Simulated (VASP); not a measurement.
An input for Quantum ESPRESSO's pw.x (written as the equivalent of a VASP run, and not itself run):

```
&CONTROL
  calculation = 'vc-relax'
  pseudo_dir = './pseudo'
  outdir = './out'
  tprnfor = .true.
  tstress = .true.
  nstep = 40
  forc_conv_thr = 0.00078
/
&SYSTEM
  ibrav = 0
  nat = 1
  ntyp = 1
  ecutwfc = 50
  occupations = 'smearing'
  smearing = 'methfessel-paxton'
  degauss = 0.00735
  input_dft = 'pbesol'
/
&ELECTRONS
  conv_thr = 7.3e-08
  electron_maxstep = 100
/
&IONS
/
&CELL
  press = 200
/
ATOMIC_SPECIES
  Cs 132.905 Cs.upf
CELL_PARAMETERS angstrom
    -1.9047986    1.9047986    1.9047986
     1.9047986   -1.9047986    1.9047986
     1.9047986    1.9047986   -1.9047986
ATOMIC_POSITIONS crystal
  Cs   0.0000000  0.0000000  0.0000000
K_POINTS automatic
  13 13 13 0 0 0
```

Problem. Write the VASP files for the same calculation (PBEsol).

Solution. Several could match; the one computed here: 
POSCAR:
```
Cs
1
   -1.9047985845     1.9047985845     1.9047985845
    1.9047985845    -1.9047985845     1.9047985845
    1.9047985845     1.9047985845    -1.9047985845
Cs
1
Direct
  0.0000000000   0.0000000000   0.0000000000
```

KPOINTS:
```
kpoints
0
Gamma
  13 13 13
0 0 0
```

**INCAR**
```
SYSTEM = Cs
PREC = Accurate
ENCUT = 500
EDIFF = 1E-6
NELM = 100
ALGO = Normal
LREAL = .FALSE.
LASPH = .TRUE.
ISMEAR = 1
SIGMA = 0.1
GGA = PS
LMAXMIX = 4
LWAVE = .FALSE.
LCHARG = .FALSE.
IBRION = 2
ISIF = 3
NSW = 40
EDIFFG = -0.02
PSTRESS = 200
```

POTCAR, in this order: Cs_sv (PBE.64 set). Program: vasp_std.

What does not carry over: the potentials are each code's own (VASP's PAW set, PseudoDojo norm-conserving files in pw.x), so ENCUT and ecutwfc are chosen apart and not converted; conv_thr bounds pw.x's estimated SCF error, while EDIFF bounds the energy change between steps; forc_conv_thr acts on force components and is met together with etot_conv_thr.

The compound is Cs in the bcc structure. It was relaxed first under an external pressure of 20 GPa.
